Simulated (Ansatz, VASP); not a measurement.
# NbTe2: VASP beside Ansatz, part 2 of 2

Wanted: the spread between two codes on one cell, functional and k mesh. Of the first pair: The structure shown is the end of the Ansatz relaxation below.

VASP 6.6.1 and Ansatz 0.2.0.

So far. Step 3 (VASP: single point, PBEsol, relaxed cell, pair 1): The run ends at a pressure of -0.02 GPa, with forces up to 0.014 eV/Å.

## Step 5: Ansatz: relaxation, PBEsol

Level of this step: Ansatz beside VASP: Kohn-Sham DFT, plane waves, PBEsol (Ansatz).

The two programs are compared at the cell with which this relaxation starts, whose forces are those of its first step.

The structure compared here is the start of the Ansatz relaxation; VASP solves that cell, so the two are compared at the walk's first step.

Contents of input.yaml:

```yaml
crystal:
  lattice:
    - [3.61901281, 0.0, 0.0]
    - [0.0, 6.2683140602, 0.0]
    - [0.0, 0.0, 31.0]
  atoms:
    - { symbol: Nb, position: [0.0, 0.3397146345, 0.3225806452] }
    - { symbol: Nb, position: [0.5, 0.8269520321, 0.3225806452] }
    - { symbol: Te, position: [0.5, 0.166058628, 0.381266485] }
    - { symbol: Te, position: [1.0, 0.6672747054, 0.382768233] }
    - { symbol: Te, position: [0.5, 0.166058628, 0.2638948054] }
    - { symbol: Te, position: [1.0, 0.6672747054, 0.2623930573] }
  periodic: [true, true, false]
kpoints:
  mp_grid: { grid: [10, 6, 1] }
hamiltonian:
  xc: pbesol
  pseudopotentials: { kind: paw, azcp: { folder: soft_1 }, xc_functional: pbe }
scf:
  occupations: { method: methfessel_paxton, width: 0.2 }
output:
  forces: true
  stress: true
  eigenvalues: true
  write_density: true
  write_potential: true
  elf: true
  volumetric_format: npy
relax:
  adjacent_minimum: "off"
  f_tol: 0.002
  max_steps: 120
  cell: { stress_2d_tol: 0.005 }
```

Launch:

```
> ansatz run input.yaml --threads 8 --pin off --max-ram 16384MiB --backend cpu --events-out ev --progress --plain --runs-dir out
```

Numbers of over 12 decimals in the logs are rounded to 6 here.

Log:

```text
[...]
Crystal: 6 atoms, lattice volume = 703.238 Å³
Basis set: ecut = 420 eV, 13635 PW (Γ), exchange–correlation on 50×90×432 points (8 copies of the dense FFT grid, shifted against one another)
Bands: 54, of which v1, the nominal top of the filled ones, is band 45 counted from 1 (44 counted from 0)
Symmetry: 4 space group operations
[...]
k-points: 24 of 60 (time reversal used)
[...]
cell:  # Å, volume = 704.0973 Å³
    - [3.613629, 0.0, 0.0]
    - [0.0, 6.285320, 0.0]
    - [0.0, 0.0, 31.0]
  atoms:
    - { symbol: Nb, position: [0, 0.340435, 0.322581] }
    - { symbol: Nb, position: [0.500000, 0.826815, 0.322581] }
    - { symbol: Te, position: [0.500000, 0.165825, 0.381125] }
    - { symbol: Te, position: [1.000000, 0.667217, 0.382775] }
    - { symbol: Te, position: [0.500000, 0.165825, 0.264036] }
    - { symbol: Te, position: [1.000000, 0.667217, 0.262387] }
[key lines of the parts left out:]
SCF converged after 7 iterations
Free energy (F): -36599.785376 eV
Fermi energy:    -5.063857 eV
P = ½ c Tr σ = -0.0008 N/m
```

## Step 6: VASP: single point, PBEsol, start cell, pair 2

The same cell, functional, mesh and smearing now go to VASP, with its own data sets.

Contents of INCAR:

```
SYSTEM = NbTe2
PREC = Accurate
ENCUT = 400
EDIFF = 1E-06
NELM = 120
ISMEAR = 1
SIGMA = 0.2
LREAL = .FALSE.
ALGO = Normal
GGA = PS
NBANDS = 31
LASPH = .TRUE.
LORBIT = 11
LWAVE = .FALSE.
LCHARG = .FALSE.
ISIF = 2
LDIPOL = .TRUE.
IDIPOL = 3
DIPOL = 0.5 0.5 0.323
LVHAR = .TRUE.
GGA_COMPAT = .FALSE.
NELMDL = -8
KPAR = 2
```

Contents of POSCAR:

```
NbTe2
1.0
    3.6190130000      0.0000000000      0.0000000000
    0.0000000000      6.2683140000      0.0000000000
    0.0000000000      0.0000000000     31.0000000000
Nb Te
2 4
Direct
    0.0000000000      0.3397146346      0.3225806452
    0.4999998618      0.8269520321      0.3225806452
    0.4999998618      0.1660586882      0.3812664839
    0.0000000000      0.6672746451      0.3827682258
    0.4999998618      0.1660586882      0.2638948065
    0.0000000000      0.6672746451      0.2623930645
```

Contents of KPOINTS:

```
Automatic mesh
0
Gamma
10 6 1
0 0 0
```

PAW data sets: Nb_sv and Te (PBE family, release 64).

Launch:

```
> mpirun -np 2 vasp_std
```

Log:

```text
[banner, memory and clock lines left out]
running    2 mpi-ranks, on    1 nodes
[...]
[... a notice as in an earlier step ...]

 LDA part: xc-table for (Slater+PW92), standard interpolation
 POSCAR, INCAR and KPOINTS ok, starting setup
[...]
entering main loop
       N       E                     dE             d eps       ncg     rms          rms(c)
DAV:   1     0.379581544630E+03    0.37958E+03   -0.18299E+04  1920   0.963E+02
DAV:   2     0.930361680612E+01   -0.37028E+03   -0.36168E+03  2096   0.273E+02
DAV:   3    -0.358684474935E+02   -0.45172E+02   -0.44676E+02  2243   0.909E+01
DAV:   4    -0.400664704938E+02   -0.41980E+01   -0.41646E+01  2600   0.265E+01
[...]
DAV:  28    -0.384105310591E+02   -0.12037E-05   -0.23624E-08  1206   0.948E-04    0.232E-04
DAV:  29    -0.384105327137E+02   -0.16546E-05   -0.27268E-08  1192   0.677E-04    0.112E-04
DAV:  30    -0.384105335279E+02   -0.81416E-06   -0.15337E-08  1206   0.642E-04
   1 F= -.38410534E+02 E0= -.38402603E+02  d E =-.237928E-01
```

OUTCAR, selected parts (step 6):

```text
  Total       -0.2050300     -0.0049582     -0.1453705      0.0000000      0.0000000      0.0000000
  in kB       -0.4671167     -0.0112962     -0.3311954      0.0000000      0.0000000      0.0000000
  external PRESSURE =      -0.2698694 kB  Pullay stress =       0.0000000 kB

 POSITION                                       TOTAL-FORCE (eV/Angst)
 -----------------------------------------------------------------------------------
      0.00000      2.12944     10.00000         0.000000     -0.005620     -0.000000
      1.80951      5.18360     10.00000         0.000000      0.013742     -0.000000
      1.80951      1.04091     11.81926         0.000000     -0.004125     -0.000798
      0.00000      4.18269     11.86581         0.000000      0.000064      0.006915
      1.80951      1.04091      8.18074         0.000000     -0.004125      0.000798
      0.00000      4.18269      8.13418         0.000000      0.000064     -0.006915
 -----------------------------------------------------------------------------------
    total drift:                                0.001260      0.000037      0.000044

  FREE ENERGIE OF THE ION-ELECTRON SYSTEM (eV)
  ---------------------------------------------------
  free  energy   TOTEN  =       -38.4105335279 eV

  energy  without entropy=      -38.3867407650  energy(sigma->0) =      -38.40260261

[... 1 part as in an earlier step ...]

[... 2 further parts left out ...]
[key lines of the parts left out:]
E-fermi :  -2.2515
```

The run ends at a pressure of -0.03 GPa, with forces up to 0.014 eV/Å.

## Step 7: Side by side

What differs besides the data sets and the points named for the pairs above, as far as they apply: the data sets hold 90 valence electrons in Ansatz (on its PAW soft_1 files) and 50 in VASP. Total energies have different zeros and are not compared.

At this near-relaxed geometry the largest component of a force difference is 14 meV/Å. With vacuum in the cell, a pressure given here is an average over mostly empty space and none of the material.

## Step 8: Ansatz: relaxation, PBEsol

This run makes the geometry at which the two programs are then compared.

The structure compared here is the end of the Ansatz relaxation.

input.yaml is that of step 5.

Launch:

```
> ansatz run input.yaml --threads 8 --pin off --max-ram 16384MiB --backend cpu --events-out ev --progress --plain --runs-dir out
```

Log:

```text
[...]
Crystal: 6 atoms, lattice volume = 703.238 Å³
Basis set: ecut = 420 eV, 13635 PW (Γ), exchange–correlation on 50×90×432 points (8 copies of the dense FFT grid, shifted against one another)
Bands: 54, of which v1, the nominal top of the filled ones, is band 45 counted from 1 (44 counted from 0)
Symmetry: 4 space group operations
[...]
k-points: 24 of 60 (time reversal used)
[...]
cell:  # Å, volume = 704.0973 Å³
    - [3.613629, 0.0, 0.0]
    - [0.0, 6.285320, 0.0]
    - [0.0, 0.0, 31.0]
  atoms:
    - { symbol: Nb, position: [0, 0.340435, 0.322581] }
    - { symbol: Nb, position: [0.500000, 0.826815, 0.322581] }
    - { symbol: Te, position: [0.500000, 0.165825, 0.381125] }
    - { symbol: Te, position: [1.000000, 0.667217, 0.382775] }
    - { symbol: Te, position: [0.500000, 0.165825, 0.264036] }
    - { symbol: Te, position: [1.000000, 0.667217, 0.262387] }
[key lines of the parts left out:]
SCF converged after 7 iterations
Free energy (F): -36599.785376 eV
Fermi energy:    -5.063857 eV
P = ½ c Tr σ = -0.0008 N/m
```

## Step 9: VASP: single point, PBEsol, relaxed cell, pair 3

The same cell, functional, mesh and smearing now go to VASP, with its own data sets.

INCAR is that of step 6.

Contents of POSCAR:

```
NbTe2
1.0
    3.6136290990      0.0000000000      0.0000000000
    0.0000000000      6.2853204750      0.0000000000
    0.0000000000      0.0000000000     31.0000000000
Nb Te
2 4
Direct
    0.0000000000      0.3404351413      0.3225806452
    0.5000000000      0.8268148738      0.3225806452
    0.5000000000      0.1658246635      0.3811249242
    0.0000000000      0.6672169957      0.3827745510
    0.5000000000      0.1658246635      0.2640363662
    0.0000000000      0.6672169957      0.2623867394
```

KPOINTS is that of step 6.

Launch:

```
> mpirun -np 2 vasp_std
```

Log:

```text
[... set-up lines as in an earlier step ...]
 entering main loop
       N       E                     dE             d eps       ncg     rms          rms(c)
DAV:   1     0.383044898883E+03    0.38304E+03   -0.18169E+04  1936   0.959E+02
DAV:   2     0.953107520029E+01   -0.37351E+03   -0.36528E+03  2109   0.272E+02
DAV:   3    -0.349511361747E+02   -0.44482E+02   -0.44019E+02  2155   0.902E+01
DAV:   4    -0.400410069278E+02   -0.50899E+01   -0.50348E+01  2641   0.286E+01
[...]
DAV:  28    -0.384107674245E+02   -0.18817E-05   -0.32831E-08  1199   0.871E-04    0.171E-04
DAV:  29    -0.384107690404E+02   -0.16160E-05   -0.26562E-08  1213   0.678E-04    0.741E-05
DAV:  30    -0.384107696258E+02   -0.58535E-06   -0.11579E-08  1192   0.617E-04
   1 F= -.38410770E+02 E0= -.38403328E+02  d E =-.223262E-01
```

Parts of OUTCAR (step 9):

```text
  Total       -0.1323572     -0.1252446     -0.0679371      0.0000000      0.0000000      0.0000000
  in kB       -0.3011795     -0.2849949     -0.1545913      0.0000000      0.0000000      0.0000000
  external PRESSURE =      -0.2469219 kB  Pullay stress =       0.0000000 kB

 POSITION                                       TOTAL-FORCE (eV/Angst)
 -----------------------------------------------------------------------------------
      0.00000      2.13974     10.00000         0.000000      0.005578      0.000000
      1.80681      5.19680     10.00000         0.000000     -0.005116      0.000000
      1.80681      1.04226     11.81487         0.000000     -0.000333      0.013872
      0.00000      4.19367     11.86601         0.000000      0.000102      0.013345
      1.80681      1.04226      8.18513         0.000000     -0.000333     -0.013872
      0.00000      4.19367      8.13399         0.000000      0.000102     -0.013345
 -----------------------------------------------------------------------------------
    total drift:                                0.000000      0.000174      0.000033

  FREE ENERGIE OF THE ION-ELECTRON SYSTEM (eV)
  ---------------------------------------------------
  free  energy   TOTEN  =       -38.4107696258 eV

  energy  without entropy=      -38.3884434016  energy(sigma->0) =      -38.40332755

[... 1 part as in an earlier step ...]

[... 2 further parts left out ...]
[key lines of the parts left out:]
E-fermi :  -2.2576
```

The run ends at a pressure of -0.02 GPa, with forces up to 0.014 eV/Å.

## Step 10: Comparison

What differs besides the data sets and the points named for the pairs above, as far as they apply: the data sets hold 90 valence electrons in Ansatz (on its PAW soft_1 files) and 50 in VASP. Total energies have different zeros and are not compared.

At this near-relaxed geometry the largest component of a force difference is 14 meV/Å. With vacuum in the cell, a pressure given here is an average over mostly empty space and none of the material.

## Step 11: Summary of results

```
r.m.s. force difference (single point, PBEsol, relaxed cell, pair 1) : 6.7 meV/Å
r.m.s. force difference (single point, PBEsol, start cell, pair 2)   : 6.6 meV/Å
r.m.s. force difference (single point, PBEsol, relaxed cell, pair 3) : 6.7 meV/Å
```

What this shows: The r.m.s. force difference is 6.7 meV/Å (single point, PBEsol, relaxed cell, pair 1), within the 12 meV/Å picked in this series as the mark of a large difference. The data sets hold unlike numbers of valence electrons (90 in Ansatz and 50 in VASP), so part of the differences comes from the potentials. How closely two codes agree says nothing of how well the functional describes the real material.

[Lines on the potential files, build, host, timing and source positions are cut from VASP's logs without a mark.]

[Logs are printed without paths, hosts, clocks, repeated set-up lines and the standing remarks that a program may print on its own settings, such as how far it seeks lower states.]

[Hosts, paths, dates, database ids (printed as entryN), source tags and the programs' standing remarks are cut or masked in the printed files.]
